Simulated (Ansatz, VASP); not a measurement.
# LiMgF3: VASP beside Ansatz

```
CELL_PARAMETERS angstrom
3.43619 0.00000 0.00000
0.00000 3.43619 0.00000
0.00000 0.00000 3.43619
ATOMIC_POSITIONS crystal
Li 0.50000 0.50000 0.50000
Mg 0.00000 0.00000 0.00000
F 0.00000 0.50000 0.50000
F 0.50000 0.50000 0.00000
F 0.50000 0.00000 0.50000
```

Alike in both runs: functional PBEsol; k mesh 6 × 6 × 6; no spin polarisation.

Ansatz relaxed the structure, and its values are those at the end. VASP's run is a single point on that final structure, the one shown.

|  | VASP | Ansatz |
| --- | --- | --- |
| version | VASP 6.6.1 | Ansatz 0.2.0 |
| potentials or method | VASP PAW PBE potentials, release 64 (Li_sv, Mg, F) | scalar-relativistic, plane waves, PAW |
| plane-wave cutoff (eV) | 520 | 420 |
| occupations | gaussian, width 0.01 eV | fixed |
| valence electrons in the cell | 26 | 34 |

```tsv
	VASP	Ansatz	Ansatz less VASP
gap on the k mesh at the Fermi level (eV)	4.34	4.39	+0.049
least direct gap on the mesh (eV)	4.65	4.69	+0.050
```

The two sets of potentials don't hold the same shells in valence.

 A k mesh can miss the band edges. PBEsol gaps usually lie below the measured ones, often by a third to a half.
